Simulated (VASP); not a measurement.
Take SiC (4h), without spin-orbit terms, in VASP with PAW potentials, and its band gap.

Q: One run gives 2.22 eV. Which level is it?
(A) PBE (own cell)
(B) r2SCAN (own cell)
(C) PBEsol (own cell)

A: A, PBE (own cell).  The others give 2.11 (PBEsol (own cell)), 2.61 (r2SCAN (own cell)).

Only levels that ran to the end are used. Left out are those held back, those with too coarse a band path, GW runs whose mesh misses a band edge, hybrids' fits of cells that aren't cubic and levels without matching references; a question may draw on a part of the rest.

The compound is SiC in the 4h structure.
